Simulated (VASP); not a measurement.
# How smearing and precision settings change a VASP run on Ta, part 2 of 3

Aim: find what the smearing and precision settings change for Ta, and what they cost. The series runs use PBE. The start is a cell from a database of measured crystal structures.

VASP 6.6.1; PBE; plane waves and PAW (Ta_pv).

Still holding for the runs below: This run has no spin polarisation. Its electron count is odd, so without a moment it is a metal by construction. The k-mesh is coarse for a metal.

So far. Step 7 (Smearing: ISMEAR = 2, SIGMA = 0.01): Against the first of the series the energy at zero width moves by +0.08 meV an atom while the pressure stays within 0.01 GPa, after 12 cycles in 3.6 s. The entropy term T·S comes to 0.15 meV an atom in size.

**8. Smearing: ISMEAR = 2, SIGMA = 0.05**

File INCAR:

```
SYSTEM = Ta
PREC = Accurate
ENCUT = 400
EDIFF = 1E-06
NELM = 100
ISMEAR = 2
SIGMA = 0.05
LREAL = .FALSE.
ALGO = Normal
GGA = PE
NBANDS = 11
LORBIT = 11
LWAVE = .FALSE.
LCHARG = .FALSE.
KPAR = 2
ISIF = 2
```

File POSCAR:

```
Ta
1.0
   -1.6512800000      1.6512800000      1.6512800000
    1.6512800000     -1.6512800000      1.6512800000
    1.6512800000      1.6512800000     -1.6512800000
Ta
1
Direct
    0.0000000000      0.0000000000      0.0000000000
```

File KPOINTS:

```
Automatic mesh
0
Gamma
9 9 9
0 0 0
```

PAW data sets: Ta_pv (PBE family, release 64).

Command:

```
$ mpirun -np 2 vasp_std
```

What it wrote:

```text
[... set-up lines as in an earlier step ...]
 entering main loop
       N       E                     dE             d eps       ncg     rms          rms(c)
DAV:   1     0.450357890478E+02    0.45036E+02   -0.55041E+03   770   0.784E+02
DAV:   2    -0.115349607115E+02   -0.56571E+02   -0.55161E+02   864   0.215E+02
DAV:   3    -0.122635107517E+02   -0.72855E+00   -0.72306E+00   945   0.245E+01
DAV:   4    -0.122655754759E+02   -0.20647E-02   -0.20646E-02   848   0.142E+00
[...]
DAV:  10    -0.117861026462E+02    0.70839E-05   -0.17772E-05   847   0.485E-02    0.211E-02
DAV:  11    -0.117860952956E+02    0.73506E-05   -0.69524E-06   887   0.319E-02    0.243E-03
DAV:  12    -0.117860956211E+02   -0.32550E-06   -0.11288E-07   477   0.378E-03
   1 F= -.11786096E+02 E0= -.11785987E+02  d E =-.435519E-03
```

The job ended after 3.8 s (2 MPI ranks of AMD EPYC 7R43, shared host; peak memory 0.18 GiB; 6.3 s of CPU time).

From OUTCAR (step 8):

```text
  Total        0.3631270      0.3631270      0.3631270     -0.0000000      0.0000000     -0.0000000
  in kB       32.3033100     32.3033100     32.3033100     -0.0000000      0.0000000     -0.0000000
  external PRESSURE =      32.3033100 kB  Pullay stress =       0.0000000 kB

 POSITION                                       TOTAL-FORCE (eV/Angst)
 -----------------------------------------------------------------------------------
      0.00000      0.00000      0.00000        -0.000000      0.000000      0.000000
 -----------------------------------------------------------------------------------
    total drift:                               -0.000000     -0.000000      0.000000

  FREE ENERGIE OF THE ION-ELECTRON SYSTEM (eV)
  ---------------------------------------------------
  free  energy   TOTEN  =       -11.7860956211 eV

  energy  without entropy=      -11.7856601021  energy(sigma->0) =      -11.78598674

[... 2 parts as in an earlier step ...]

[... 1 further part left out ...]
[key lines of the parts left out:]
E-fermi :   5.5628
```

Against the run before the energy at zero width moves by -0.25 meV an atom and the pressure by +0.15 GPa, after 12 cycles in 3.8 s. The entropy term T·S comes to 0.44 meV an atom in size.

**9. Smearing: ISMEAR = 2, SIGMA = 0.1**

INCAR: that of step 8 with these lines changed.

```diff
@@ -6,3 +6,3 @@
 ISMEAR = 2
-SIGMA = 0.05
+SIGMA = 0.1
 LREAL = .FALSE.
```

POSCAR is that of step 8.

KPOINTS is that of step 8.

Command:

```
$ mpirun -np 2 vasp_std
```

What it wrote:

```text
[... set-up lines as in an earlier step ...]
 entering main loop
       N       E                     dE             d eps       ncg     rms          rms(c)
DAV:   1     0.450355590705E+02    0.45036E+02   -0.55041E+03   770   0.784E+02
DAV:   2    -0.115352866252E+02   -0.56571E+02   -0.55136E+02   864   0.215E+02
DAV:   3    -0.122633309427E+02   -0.72804E+00   -0.72288E+00   945   0.245E+01
DAV:   4    -0.122653930868E+02   -0.20621E-02   -0.20617E-02   848   0.142E+00
[...]
DAV:  10    -0.117865095016E+02    0.68771E-05   -0.19360E-05   847   0.504E-02    0.210E-02
DAV:  11    -0.117865025572E+02    0.69444E-05   -0.65068E-06   878   0.309E-02    0.207E-03
DAV:  12    -0.117865028782E+02   -0.32101E-06   -0.75560E-08   477   0.297E-03
   1 F= -.11786503E+02 E0= -.11786175E+02  d E =-.131014E-02
```

Wall time 3.6 s (2 MPI ranks); peak memory 0.18 GiB.

From OUTCAR (step 9):

```text
  Total        0.3423220      0.3423220      0.3423220      0.0000000     -0.0000000     -0.0000000
  in kB       30.4525177     30.4525177     30.4525177      0.0000000     -0.0000000     -0.0000000
  external PRESSURE =      30.4525177 kB  Pullay stress =       0.0000000 kB

 POSITION                                       TOTAL-FORCE (eV/Angst)
 -----------------------------------------------------------------------------------
      0.00000      0.00000      0.00000        -0.000000     -0.000000      0.000000
 -----------------------------------------------------------------------------------
    total drift:                                0.000000     -0.000000      0.000000

  FREE ENERGIE OF THE ION-ELECTRON SYSTEM (eV)
  ---------------------------------------------------
  free  energy   TOTEN  =       -11.7865028782 eV

  energy  without entropy=      -11.7851927390  energy(sigma->0) =      -11.78617534

[... 2 parts as in an earlier step ...]

[... 1 further part left out ...]
[key lines of the parts left out:]
E-fermi :   5.5633
```

Against the run before the energy at zero width moves by -0.19 meV an atom and the pressure by -0.19 GPa, after 12 cycles in 3.6 s. The entropy term T·S comes to 1.31 meV an atom in size.

**10. Smearing: ISMEAR = 2, SIGMA = 0.2**

INCAR: that of step 9 with these lines changed.

```diff
@@ -6,3 +6,3 @@
 ISMEAR = 2
-SIGMA = 0.1
+SIGMA = 0.2
 LREAL = .FALSE.
```

POSCAR is that of step 9.

KPOINTS is that of step 9.

Command:

```
$ mpirun -np 2 vasp_std
```

What it wrote:

```text
[... set-up lines as in an earlier step ...]
 entering main loop
       N       E                     dE             d eps       ncg     rms          rms(c)
DAV:   1     0.450342912751E+02    0.45034E+02   -0.55041E+03   770   0.784E+02
DAV:   2    -0.115344192000E+02   -0.56569E+02   -0.55118E+02   864   0.214E+02
DAV:   3    -0.122618050152E+02   -0.72739E+00   -0.72148E+00   945   0.245E+01
DAV:   4    -0.122638878456E+02   -0.20828E-02   -0.20824E-02   848   0.143E+00
[...]
DAV:   9    -0.117893793438E+02    0.19825E-05   -0.11314E-04   988   0.113E-01    0.260E-02
DAV:  10    -0.117893746447E+02    0.46991E-05   -0.88069E-06   860   0.342E-02    0.132E-02
DAV:  11    -0.117893737532E+02    0.89152E-06   -0.16525E-06   775   0.133E-02
   1 F= -.11789374E+02 E0= -.11787582E+02  d E =-.716667E-02
```

It took 3.6 s on 2 MPI ranks; peak memory 0.17 GiB.

OUTCAR, selected parts (step 10):

```text
  Total        0.3555123      0.3555123      0.3555123      0.0000000     -0.0000000      0.0000000
  in kB       31.6259137     31.6259137     31.6259137      0.0000000     -0.0000000      0.0000000
  external PRESSURE =      31.6259137 kB  Pullay stress =       0.0000000 kB

  FREE ENERGIE OF THE ION-ELECTRON SYSTEM (eV)
  ---------------------------------------------------
  free  energy   TOTEN  =       -11.7893737532 eV

  energy  without entropy=      -11.7822070860  energy(sigma->0) =      -11.78758209

[... 3 parts as in an earlier step ...]

[... 1 further part left out ...]
[key lines of the parts left out:]
E-fermi :   5.5529
```

Against the run before the energy at zero width moves by -1.41 meV an atom and the pressure by +0.12 GPa, after 11 cycles in 3.6 s. The entropy term T·S comes to 7.17 meV an atom in size.

**11. Smearing: ISMEAR = 2, SIGMA = 0.5**

INCAR: that of step 10 with these lines changed.

```diff
@@ -6,3 +6,3 @@
 ISMEAR = 2
-SIGMA = 0.2
+SIGMA = 0.5
 LREAL = .FALSE.
```

POSCAR is that of step 10.

KPOINTS is that of step 10.

Command:

```
$ mpirun -np 2 vasp_std
```

What it wrote:

```text
[... set-up lines as in an earlier step ...]
 entering main loop
       N       E                     dE             d eps       ncg     rms          rms(c)
DAV:   1     0.450300950343E+02    0.45030E+02   -0.55041E+03   770   0.784E+02
DAV:   2    -0.115343294982E+02   -0.56564E+02   -0.55111E+02   864   0.214E+02
DAV:   3    -0.122649397395E+02   -0.73061E+00   -0.72095E+00   945   0.245E+01
DAV:   4    -0.122670152978E+02   -0.20756E-02   -0.20752E-02   848   0.142E+00
[...]
DAV:   9    -0.118001202423E+02   -0.14262E-04   -0.65969E-05   880   0.828E-02    0.255E-02
DAV:  10    -0.118001146038E+02    0.56385E-05   -0.33898E-06   883   0.219E-02    0.540E-03
DAV:  11    -0.118001149107E+02   -0.30685E-06   -0.42503E-07   499   0.763E-03
   1 F= -.11800115E+02 E0= -.11796227E+02  d E =-.155526E-01
```

It took 3.4 s on 2 MPI ranks; peak memory 0.17 GiB; 5.8 s of CPU time.

From OUTCAR (step 11):

```text
  Total        0.3979211      0.3979211      0.3979211      0.0000000     -0.0000000      0.0000000
  in kB       35.3985427     35.3985427     35.3985427      0.0000000     -0.0000000      0.0000000
  external PRESSURE =      35.3985427 kB  Pullay stress =       0.0000000 kB

 POSITION                                       TOTAL-FORCE (eV/Angst)
 -----------------------------------------------------------------------------------
      0.00000      0.00000      0.00000        -0.000000     -0.000000     -0.000000
 -----------------------------------------------------------------------------------
    total drift:                                0.000000     -0.000000      0.000000

  FREE ENERGIE OF THE ION-ELECTRON SYSTEM (eV)
  ---------------------------------------------------
  free  energy   TOTEN  =       -11.8001149107 eV

  energy  without entropy=      -11.7845623294  energy(sigma->0) =      -11.79622677

[... 2 parts as in an earlier step ...]

[... 1 further part left out ...]
[key lines of the parts left out:]
E-fermi :   5.5241
```

Against the run before the energy at zero width moves by -8.64 meV an atom and the pressure by +0.38 GPa, after 11 cycles in 3.4 s. The entropy term T·S comes to 15.55 meV an atom in size.

**12. Smearing: ISMEAR = -5**

INCAR: that of step 11 with these lines changed.

```diff
@@ -5,4 +5,4 @@
 NELM = 100
-ISMEAR = 2
-SIGMA = 0.5
+ISMEAR = -5
+SIGMA = 0.05
 LREAL = .FALSE.
```

POSCAR is that of step 11.

KPOINTS is that of step 11.

Command:

```
$ mpirun -np 2 vasp_std
```

What it wrote:

```text
[... set-up lines as in an earlier step ...]
 entering main loop
       N       E                     dE             d eps       ncg     rms          rms(c)
DAV:   1     0.450379217947E+02    0.45038E+02   -0.55041E+03   770   0.784E+02
DAV:   2    -0.115336354897E+02   -0.56572E+02   -0.55199E+02   864   0.214E+02
DAV:   3    -0.122742265242E+02   -0.74059E+00   -0.73130E+00   945   0.246E+01
DAV:   4    -0.122763200915E+02   -0.20936E-02   -0.21002E-02   848   0.143E+00
[...]
DAV:   9    -0.118113742687E+02   -0.18913E-04   -0.61155E-05   880   0.788E-02    0.258E-02
DAV:  10    -0.118113681780E+02    0.60907E-05   -0.34294E-06   877   0.221E-02    0.536E-03
DAV:  11    -0.118113681073E+02    0.70731E-07   -0.42266E-07   508   0.763E-03
   1 F= -.11811368E+02 E0= -.11811368E+02  d E =0.000000E+00
 -----------------------------------------------------------------------------
|                                                                             |
|           W    W    AA    RRRRR   N    N  II  N    N   GGGG   !!!           |
|           W    W   A  A   R    R  NN   N  II  NN   N  G    G  !!!           |
|           W    W  A    A  R    R  N N  N  II  N N  N  G       !!!           |
|           W WW W  AAAAAA  RRRRR   N  N N  II  N  N N  G  GGG   !            |
|           WW  WW  A    A  R   R   N   NN  II  N   NN  G    G                |
|           W    W  A    A  R    R  N    N  II  N    N   GGGG   !!!           |
|                                                                             |
|     Tetrahedron method does not include variations of the Fermi             |
|     occupations, so forces and stress will be inaccurate. We suggest        |
|     using a different smearing scheme ISMEAR = 1 or 2 for metals in         |
|     relaxations.                                                            |
|                                                                             |
 -----------------------------------------------------------------------------
```

The job ended after 4.2 s (2 MPI ranks; peak memory 0.19 GiB).

From OUTCAR (step 12):

```text
  Total        0.3706979      0.3706979      0.3706979      0.0000000      0.0000000     -0.0000000
  in kB       32.9768073     32.9768073     32.9768073      0.0000000      0.0000000     -0.0000000
  external PRESSURE =      32.9768073 kB  Pullay stress =       0.0000000 kB

  FREE ENERGIE OF THE ION-ELECTRON SYSTEM (eV)
  ---------------------------------------------------
  free  energy   TOTEN  =       -11.8113681073 eV

  energy  without entropy=      -11.8113681073  energy(sigma->0) =      -11.81136811

[... 3 parts as in an earlier step ...]

[... 1 further part left out ...]
[key lines of the parts left out:]
E-fermi :   5.4893
```

With tetrahedra the forces and stress of a metal are not exact derivatives of the energy.

Against the first of the series the energy at zero width moves by -25.55 meV an atom and the pressure by +0.22 GPa, after 11 cycles in 4.2 s.

**13. The smearing series as a table**

This step: convergence of PBE results with the smearing; plane waves and PAW (VASP 6.6.1).

No new run; the numbers come from the runs before.

One cell and one 9×9×9 mesh. Free energy against width, by row:

```
Gaussian width σ (eV)  free energy less that at the narrowest width (meV/atom)
                 0.01                                                        0
                 0.05                                                    -2.47
                  0.1                                                    -8.15
                  0.2                                                    -24.2
                  0.5                                                   -99.52
```

Differences are taken from the run with ISMEAR = 0, SIGMA = 0.01. Results of the series, by row:

```
                 setting     status  energy less the reference (meV/atom)  pressure (GPa)  SCF cycles  wall time (s)
ISMEAR = 0, SIGMA = 0.01  converged                                     0           3.079          12            3.8
ISMEAR = 0, SIGMA = 0.05  converged                                -0.457           3.141          12            3.8
 ISMEAR = 0, SIGMA = 0.1  converged                                -1.607           3.225          11            3.6
 ISMEAR = 0, SIGMA = 0.2  converged                                -6.041           3.522          11            3.6
 ISMEAR = 0, SIGMA = 0.5  converged                                 -19.8           4.066          11            3.4
ISMEAR = 2, SIGMA = 0.01  converged                               0.08006           3.083          12            3.6
ISMEAR = 2, SIGMA = 0.05  converged                               -0.1686            3.23          12            3.8
 ISMEAR = 2, SIGMA = 0.1  converged                               -0.3572           3.045          12            3.6
 ISMEAR = 2, SIGMA = 0.2  converged                                -1.764           3.163          11            3.6
 ISMEAR = 2, SIGMA = 0.5  converged                                -10.41            3.54          11            3.4
             ISMEAR = -5  converged                                -25.55           3.298          11            4.2
```

**14. Precision settings: PREC = Low**

This step: PBE; plane waves and PAW (Ta_pv) (VASP 6.6.1).

PREC sets the FFT grids, and LREAL, ADDGRID and LASPH trade speed for accuracy.

INCAR: that of step 12 with these lines changed.

```diff
@@ -1,3 +1,3 @@
 SYSTEM = Ta
-PREC = Accurate
+PREC = Low
 ENCUT = 400
@@ -5,3 +5,3 @@
 NELM = 100
-ISMEAR = -5
+ISMEAR = -1
 SIGMA = 0.05
```

POSCAR is that of step 12.

KPOINTS is that of step 12.

Command:

```
$ mpirun -np 2 vasp_std
```

What it wrote:

```text
[... set-up lines as in an earlier step ...]
 entering main loop
       N       E                     dE             d eps       ncg     rms          rms(c)
DAV:   1     0.450293691676E+02    0.45029E+02   -0.55040E+03   770   0.784E+02
DAV:   2    -0.115399106724E+02   -0.56569E+02   -0.55117E+02   864   0.214E+02
DAV:   3    -0.122685807780E+02   -0.72867E+00   -0.72220E+00   945   0.245E+01
DAV:   4    -0.122706628511E+02   -0.20821E-02   -0.20817E-02   848   0.143E+00
DAV:   5    -0.122706711767E+02   -0.83256E-05   -0.83251E-05   900   0.880E-02    0.135E+01
DAV:   6    -0.119039907678E+02    0.36668E+00   -0.31735E-01   863   0.641E+00    0.658E+00
DAV:   7    -0.117987687890E+02    0.10522E+00   -0.27150E-01   866   0.551E+00    0.445E-01
DAV:   8    -0.117982721099E+02    0.49668E-03   -0.11783E-02   895   0.834E-01    0.234E-01
DAV:   9    -0.117982737196E+02   -0.16097E-05   -0.92482E-05   934   0.102E-01    0.258E-02
DAV:  10    -0.117982683199E+02    0.53997E-05   -0.75283E-06   871   0.317E-02    0.106E-02
DAV:  11    -0.117982681974E+02    0.12257E-06   -0.14586E-06   756   0.132E-02
   1 F= -.11798268E+02 E0= -.11788959E+02  d E =-.186179E-01
```

It took 2.2 s on 2 MPI ranks; peak memory 0.14 GiB.

OUTCAR, selected parts (step 14):

```text
   NELECT =      11.0000    total number of electrons

 E-fermi :   5.5509

 k-point     1 :       0.0000    0.0000    0.0000
  band No.  band energies     occupation
      1     -27.5785      2.00000
      2     -27.5785      2.00000
      3     -27.5784      2.00000
      4      -2.4300      2.00000
      5       6.2260      0.00000
      6       6.2261      0.00000
      7       6.2261      0.00000
      8       9.4957      0.00000
      9       9.4957      0.00000
    ...

  Total        0.3547132      0.3547132      0.3547132      0.0000000     -0.0000000      0.0000000
  in kB       31.5548223     31.5548223     31.5548223      0.0000000     -0.0000000      0.0000000
  external PRESSURE =      31.5548223 kB  Pullay stress =       0.0000000 kB

 POSITION                                       TOTAL-FORCE (eV/Angst)
 -----------------------------------------------------------------------------------
      0.00000      0.00000      0.00000         0.000000     -0.000000     -0.000000
 -----------------------------------------------------------------------------------
    total drift:                                0.000000      0.000000      0.000000

  FREE ENERGIE OF THE ION-ELECTRON SYSTEM (eV)
  ---------------------------------------------------
  free  energy   TOTEN  =       -11.7982681974 eV

  energy  without entropy=      -11.7796503266  energy(sigma->0) =      -11.78895926

[... 7 parts as in an earlier step ...]

[... 10 further parts left out ...]
```

This step gave:

```
free energy (TOTEN)     : -11.80 eV
energy at zero smearing : -11.79 eV
Fermi energy            : 5.551 eV
pressure                : 3.155 GPa
```

The series starts at -11.7890 eV an atom and 3.16 GPa, after 11 cycles in 2.2 s.

**15. Precision settings: PREC = Medium**

INCAR: that of step 14 with these lines changed.

```diff
@@ -1,3 +1,3 @@
 SYSTEM = Ta
-PREC = Low
+PREC = Medium
 ENCUT = 400
```

POSCAR is that of step 14.

KPOINTS is that of step 14.

Command:

```
$ mpirun -np 2 vasp_std
```

What it wrote:

```text
[... set-up lines as in an earlier step ...]
 entering main loop
       N       E                     dE             d eps       ncg     rms          rms(c)
DAV:   1     0.450299866850E+02    0.45030E+02   -0.55040E+03   770   0.784E+02
DAV:   2    -0.115395024163E+02   -0.56569E+02   -0.55117E+02   864   0.214E+02
DAV:   3    -0.122681704874E+02   -0.72867E+00   -0.72220E+00   945   0.245E+01
DAV:   4    -0.122702524660E+02   -0.20820E-02   -0.20816E-02   848   0.143E+00
[...]
DAV:   9    -0.117978488128E+02   -0.47932E-05   -0.92273E-05   934   0.102E-01    0.258E-02
DAV:  10    -0.117978435332E+02    0.52796E-05   -0.74758E-06   871   0.316E-02    0.106E-02
DAV:  11    -0.117978434066E+02    0.12666E-06   -0.14558E-06   764   0.132E-02
   1 F= -.11797843E+02 E0= -.11788536E+02  d E =-.186157E-01
```

The job ended after 2.2 s (2 MPI ranks; peak memory 0.14 GiB).

OUTCAR, selected parts (step 15):

```text
  Total        0.3657912      0.3657912      0.3657912      0.0000000      0.0000000     -0.0000000
  in kB       32.5403059     32.5403059     32.5403059      0.0000000      0.0000000     -0.0000000
  external PRESSURE =      32.5403059 kB  Pullay stress =       0.0000000 kB

 POSITION                                       TOTAL-FORCE (eV/Angst)
 -----------------------------------------------------------------------------------
      0.00000      0.00000      0.00000        -0.000000      0.000000      0.000000
 -----------------------------------------------------------------------------------
    total drift:                               -0.000000      0.000000      0.000000

  FREE ENERGIE OF THE ION-ELECTRON SYSTEM (eV)
  ---------------------------------------------------
  free  energy   TOTEN  =       -11.7978434066 eV

  energy  without entropy=      -11.7792277320  energy(sigma->0) =      -11.78853557

[... 2 parts as in an earlier step ...]

[... 1 further part left out ...]
[key lines of the parts left out:]
E-fermi :   5.5509
```

Against the first of the series the energy moves by +0.42 meV an atom and the pressure by +0.10 GPa, after 11 cycles in 2.2 s.

(Part 2 of 3 ends here.)

[Lines on the potential files, build, host, timing and source positions are cut from VASP's logs without a mark.]

[Logs are printed without paths, hosts, clocks, repeated set-up lines and the standing remarks that a program may print on its own settings, such as how far it seeks lower states.]

[Hosts, paths, dates, database ids (printed as entryN), source tags and the programs' standing remarks are cut or masked in the printed files.]

[A measured line is paired with the nearest computed mode of its activity, which favours agreement.]
